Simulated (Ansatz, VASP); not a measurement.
**Two plane-wave programs on AlP3O6**

INCAR

```
PREC = Accurate
ENCUT = 600
EDIFF = 1E-7
ISMEAR = 0
SIGMA = 0.1
LREAL = False
LASPH = True
NELM = 100
ALGO = Normal
ISIF = 3
LWAVE = False
LCHARG = False
GGA = PE
IBRION = 2
NSW = 100
EDIFFG = -0.01
```

The input KPOINTS:

```
Automatic mesh
0
Gamma
  10 10 10
```

The input POSCAR:

```
AlP3O6
1.0
    0.0000000000      3.5969132945      3.5969132945
    3.5969132945      0.0000000000      3.5969132945
    3.5969132945      3.5969132945      0.0000000000
Al P O
1 3 6
Direct
    0.0000000000      0.0000000000      0.0000000000
    0.2500000000      0.2500000000      0.2500000000
    0.7500000000      0.7500000000      0.7500000000
    0.5000000000      0.5000000000      0.5000000000
    0.7379917865      0.2620082135      0.2620082135
    0.2620082135      0.7379917865      0.7379917865
    0.2620082135      0.7379917865      0.2620082135
    0.7379917865      0.2620082135      0.7379917865
    0.2620082135      0.2620082135      0.7379917865
    0.7379917865      0.7379917865      0.2620082135
```

Input for Ansatz:

```yaml
crystal:
  lattice:
    - [0.0, 3.5969132945, 3.5969132945]
    - [3.5969132945, 0.0, 3.5969132945]
    - [3.5969132945, 3.5969132945, 0.0]
  atoms:
    - { symbol: Al, position: [0.0, 0.0, 0.0] }
    - { symbol: P, position: [0.25, 0.25, 0.25] }
    - { symbol: P, position: [0.75, 0.75, 0.75] }
    - { symbol: P, position: [0.5, 0.5, 0.5] }
    - { symbol: O, position: [0.7379917865, 0.2620082135, 0.2620082135] }
    - { symbol: O, position: [0.2620082135, 0.7379917865, 0.7379917865] }
    - { symbol: O, position: [0.2620082135, 0.7379917865, 0.2620082135] }
    - { symbol: O, position: [0.7379917865, 0.2620082135, 0.7379917865] }
    - { symbol: O, position: [0.2620082135, 0.2620082135, 0.7379917865] }
    - { symbol: O, position: [0.7379917865, 0.7379917865, 0.2620082135] }
basis:
  ecutwfc: 420
kpoints:
  mp_grid: { grid: [10, 10, 10] }
hamiltonian:
  xc: pbe
scf:
  occupations: { method: gaussian, width: 0.1 }
output:
  forces: true
  stress: true
  eigenvalues: true
relax:
  adjacent_minimum: "off"
  f_tol: 0.01
  max_steps: 80
  cell: { stress_tol: 0.05 }
```

Change from the starting cell: species swapped into the K3LuF6 type (Fm-3m, No. 225).

Alike in both runs: task relaxation of cell and atoms; functional PBE; k mesh 10 × 10 × 10; occupations gaussian, width 0.1 eV; no spin polarisation.

```csv
,VASP,Ansatz
version,VASP 6.6.1,Ansatz 0.2.0
potentials or method,"VASP PAW PBE potentials, release 64 (Al, P, O)","scalar-relativistic, plane waves, PAW"
plane-wave cutoff (eV),600,420
valence electrons in the cell,54,54
```

```tsv
	VASP	Ansatz	Ansatz less VASP
gap on the k mesh at the Fermi level, each at its own relaxed structure (eV)	none	none	-
relaxed volume (Å³/atom)	9.28	9.31	+0.029
relaxed cell length with the largest relative difference (Å)	5.081	5.087	+0.0054
```

A gap of «none» marks a metal or a gap that the smearing closes.
